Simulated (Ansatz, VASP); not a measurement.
**Two plane-wave programs on Mg6AlCr**

INCAR

```
SYSTEM = Mg6AlCr
PREC     = Accurate       ! precision mode
ENCUT    = 520            ! plane-wave cutoff, eV
EDIFF    = 1E-7           ! SCF threshold, eV
ISMEAR   = -1             ! smearing method
SIGMA    = 0.05           ! smearing width, eV
LREAL    = .FALSE.        ! projectors in reciprocal space
LASPH    = .TRUE.         ! aspherical terms in the spheres
NELM     = 100            ! most SCF steps
ALGO     = Normal         ! electronic algorithm
ISIF     = 2              ! what is computed and relaxed
LWAVE    = .FALSE.        ! write WAVECAR
LCHARG   = .FALSE.        ! write CHGCAR
ISPIN    = 2              ! spin polarisation
MAGMOM   = 3 0 0 0 0 0 0 0 ! initial moments
LORBIT   = 11             ! projections on sites
LMAXMIX  = 4              ! l up to which the mixer works
GGA      = PE             ! functional
NBANDS   = 28             ! bands
```

The input KPOINTS:

```
regular mesh
0
G
  6 5 5
  0 0 0
```

Contents of POSCAR:

```
Mg6AlCr
1.0
    4.9184130000      0.0000000000      0.0000000000
    0.0000000000      3.1206600000      5.3555610000
    0.0000000000     -3.1206600000      5.3555610000
Cr Al Mg
1 1 6
Direct
    0.5084490000      0.6646690000      0.6755190000
   -0.0039660000      0.8205880000      0.8297960000
    0.4971110000      0.1670720000      0.1615400000
    0.4922900000      0.6674680000      0.1622370000
    0.4921680000      0.1569360000      0.6710650000
    0.0089690000      0.3335450000      0.3372350000
    0.0026260000      0.8317730000      0.3374730000
   -0.0011110000      0.3332590000      0.8331940000
```

File input.yaml:

```yaml
crystal:
  lattice:
    - [4.918413, 0.0, 0.0]
    - [0.0, 3.12066, 5.355561]
    - [0.0, -3.12066, 5.355561]
  atoms:
    - { symbol: Cr, position: [0.508449, 0.664669, 0.675519], spin: 3.0 }
    - { symbol: Al, position: [-0.003966, 0.820588, 0.829796] }
    - { symbol: Mg, position: [0.497111, 0.167072, 0.16154] }
    - { symbol: Mg, position: [0.49229, 0.667468, 0.162237] }
    - { symbol: Mg, position: [0.492168, 0.156936, 0.671065] }
    - { symbol: Mg, position: [0.008969, 0.333545, 0.337235] }
    - { symbol: Mg, position: [0.002626, 0.831773, 0.337473] }
    - { symbol: Mg, position: [-0.001111, 0.333259, 0.833194] }
hamiltonian:
  xc: pbe
  pseudopotentials: { kind: paw }
magnetization:
  spin_polarized: true
kpoints:
  mp_grid: { grid: [6, 5, 5] }
scf:
  occupations: { method: fermi_dirac, width: 0.05 }
output:
  forces: true
  stress: true
  eigenvalues: true
```

Change from the starting cell: atoms moved at random, drawn with an rms of 0.05 Å.

Alike in both runs: task single point; functional PBE; k mesh 6 × 5 × 5; occupations fermi-dirac, width 0.05 eV; collinear spin, ferromagnetic start.

```csv
,VASP,Ansatz
version,VASP 6.6.1,Ansatz 0.2.0
potentials or method,"VASP PAW PBE potentials, release 64 (Cr_pv, Al, Mg)",Ansatz PAW
plane-wave cutoff (eV),520,420
valence electrons in the cell,27,77
```

```tsv
	VASP	Ansatz	Ansatz less VASP
gap on the k mesh at the Fermi level (eV)	none	none	-
pressure (GPa)	0.0	0.1	+0.10
largest component of the traceless stress (GPa)	0.50	0.49	-0.006
rms of the force components (eV/Å)	0.119	0.120	+0.0006
net moment per atom (μB)	0.49	0.49	0.000
size of the moment on the site where the two differ most (μB)	3.59	3.63	+0.042
```

Site moments also hang on the region over which each program counts them. Atom by atom the forces differ by 0.002 eV/Å (rms over components). A gap of «none» marks a metal or a gap that the smearing closes. The two sets of potentials don't hold the same shells in valence.
